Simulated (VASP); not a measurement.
Energy against volume of MgB2 (AlB2 type). All values below come from optB86b-vdW, VASP's PBE PAW potentials (set 64) (plane waves; VASP). Run with 520 eV cut-off, 11×11×9 Γ-centred mesh, first-order Methfessel-Paxton smearing of 0.10 eV, potentials Mg B.

Shape and ions are relaxed at each volume.

```csv
V (Å³/atom),E (eV/atom)
9.247,-4.26229
9.533,-4.26713
9.819,-4.26406
10.105,-4.25409
```

**Question.** Fit these four points and predict the energy of the run at 8.961 Å³/atom.

**Answer.** A cubic in V^(−2/3), the third-order Birch-Murnaghan form, passes through the four points with V0 = 9.56 Å³/atom and B0 = 146 GPa, and gives -4.2484 eV/atom there. The run gave -4.2484 eV/atom, -0.0 meV/atom from the fit; all five points give B0 = 146 GPa.

The compound is MgB2 in the AlB2 type structure. It was relaxed first.
